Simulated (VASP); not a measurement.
Computed with PBEsol GGA with spin-orbit coupling, VASP's PBE PAW potentials (set 64) (plane waves; VASP).

VASP input:

### INCAR
```
ALGO  =  Normal
EDIFF  =  1E-6
ENCUT  =  520
GGA  =  PS
GGA_COMPAT  =  .FALSE.
ISMEAR  =  0
LASPH  =  .TRUE.
LCHARG  =  .FALSE.
LMAXMIX  =  4
LREAL  =  .FALSE.
LSORBIT  =  .TRUE.
LWAVE  =  .FALSE.
MAGMOM  =  0 0 0 0 0 0 0 0 0
NELM  =  100
PREC  =  Accurate
SIGMA  =  0.05
SYSTEM  =  CdF2
```

### KPOINTS
```
Automatic
0
Gamma
 6 6 6
0 0 0
```

**POSCAR**
```
CdF2
1.0
  0.0000000000   2.6992737331   2.6992737331
  2.6992737331   0.0000000000   2.6992737331
  2.6992737331   2.6992737331   0.0000000000
Cd F
1 2
Direct
  1.0000000000   0.0000000000   0.0000000000
  0.2500000000   0.2500000000   0.2500000000
  0.7500000000   0.7500000000   0.7500000000
```

### KPOINTS_OPT
```
k-points along high-symmetry lines
8
Line-mode
Reciprocal
  0.000000   0.000000   0.000000 ! GAMMA
  0.500000   0.000000   0.500000 ! X

  0.500000   0.000000   0.500000 ! X
  0.625000   0.250000   0.625000 ! U

  0.375000   0.375000   0.750000 ! K
  0.000000   0.000000   0.000000 ! GAMMA

  0.000000   0.000000   0.000000 ! GAMMA
  0.500000   0.500000   0.500000 ! L

  0.500000   0.500000   0.500000 ! L
  0.500000   0.250000   0.750000 ! W

  0.500000   0.250000   0.750000 ! W
  0.500000   0.000000   0.500000 ! X
```

POTCAR, in this order: Cd F (PBE.64 set). Program: vasp_ncl.

Task: What will the output report for the number of irreducible k-points (NKPTS), number of bands (NBANDS), largest plane-wave count, number of space-group operations, FFT grid (NGX, NGY, NGZ)?

Result: 
number of irreducible k-points (NKPTS): 16
number of bands (NBANDS): 34
largest plane-wave count: 2136
number of space-group operations: 48
FFT grid (NGX, NGY, NGZ): 28 × 28 × 28

The compound is CdF2 in the fluorite structure. It was relaxed first.
